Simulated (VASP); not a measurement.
Crystal: Au.

```
Au
1.0
     0.00000    2.05850    2.05850
     2.05850    0.00000    2.05850
     2.05850    2.05850    0.00000
Au
1
Direct
  0.00000 0.00000 0.00000
```

```yaml
Program: VASP 6.6.1
Task: relaxation of cell and atoms
Functional: PBE
Potentials_or_basis: VASP PAW PBE potentials, release 64 (Au)
Cutoff: 600 eV
k_mesh: 18 × 18 × 18
Occupations: gaussian, width 0.1 eV
Spin: no spin polarisation
```

At the start: pressure 4.4 GPa; volume 17.45 Å³/atom.

Q: Where does the relaxation end?

A: Over 3 steps the energy falls by 6.7 meV/atom and the volume is 17.95 Å³/atom (+2.9 %); space group Fm-3m (No. 225, to 0.05 Å).

Step by step:
```csv
step,energy change (eV),largest force (eV/Å),pressure (GPa),volume (Å³)
1,0.0000,0.0000,4.39,17.45
2,0.0054,0.0000,-5.04,18.68
3,-0.0067,0.0000,-0.03,17.95
```

Final structure:
```cif
data_structure
_symmetry_space_group_name_H-M 'P 1'
_symmetry_Int_Tables_number 1
_cell_length_a 2.9391
_cell_length_b 2.9391
_cell_length_c 2.9391
_cell_angle_alpha 60.000
_cell_angle_beta 60.000
_cell_angle_gamma 60.000
_cell_volume 17.95
loop_
_atom_site_label
_atom_site_type_symbol
_atom_site_fract_x
_atom_site_fract_y
_atom_site_fract_z
_atom_site_occupancy
Au1 Au 0.00000 0.00000 0.00000 1
```
